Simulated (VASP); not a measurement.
VASP input:

KPOINTS:
```
K-points
0
G
  9 9 9
```

POSCAR:
```
YP
1
    3.8610000000     0.0000000000     0.0000000000
    0.0000000000     3.8610000000     0.0000000000
    0.0000000000     0.0000000000     3.8610000000
Y P
1 1
Direct
  0.0000000000   0.0000000000   0.0000000000
  0.5000000000   0.5000000000   0.5000000000
```

**INCAR**
```
LMAXMIX = 4
LCHARG = .FALSE.
PREC = Accurate
IBRION = 2   ! conjugate gradients
SYSTEM = YP
ALGO = Normal
EDIFFG = -0.01
GGA = PS
LREAL = .FALSE.
EDIFF = 1E-6   ! SCF stop (eV)
ISMEAR = 1
NELM = 100
SIGMA = 0.1   ! width (eV)
ISIF = 3   ! ions, shape and volume
LWAVE = .FALSE.
NSW = 60
ENCUT = 400   ! plane-wave cut-off (eV)
LASPH = .TRUE.   ! aspherical one-centre terms
```

POTCAR, in this order: Y_sv P (PBE.64 set). Program: vasp_std.

Q: Translate this PBEsol calculation to Quantum ESPRESSO's pw.x.

A: One equivalent input (not run):
```
&CONTROL
  calculation = 'vc-relax'
  pseudo_dir = './pseudo'
  outdir = './out'
  tprnfor = .true.
  tstress = .true.
  nstep = 60
  forc_conv_thr = 0.00039
/
&SYSTEM
  ibrav = 0
  nat = 2
  ntyp = 2
  ecutwfc = 72
  occupations = 'smearing'
  smearing = 'methfessel-paxton'
  degauss = 0.00735
  input_dft = 'pbesol'
/
&ELECTRONS
  conv_thr = 7.3e-08
  electron_maxstep = 100
/
&IONS
/
&CELL
/
ATOMIC_SPECIES
  Y 88.906 Y.upf
  P 30.974 P.upf
CELL_PARAMETERS angstrom
     3.8610000    0.0000000    0.0000000
     0.0000000    3.8610000    0.0000000
     0.0000000    0.0000000    3.8610000
ATOMIC_POSITIONS crystal
  Y    0.0000000  0.0000000  0.0000000
  P    0.5000000  0.5000000  0.5000000
K_POINTS automatic
  9 9 9 0 0 0
```
What does not carry over: the potentials are each code's own (VASP's PAW set, PseudoDojo norm-conserving files in pw.x), so ENCUT and ecutwfc are chosen apart and not converted; conv_thr bounds pw.x's estimated SCF error, while EDIFF bounds the energy change between steps; forc_conv_thr acts on force components and is met together with etot_conv_thr.

The structure was generated: YP was put into the CsCl type type (Pm-3m), which need not be its known phase. This run relaxes it. Symmetry was kept, so distortions that lower it aren't found.
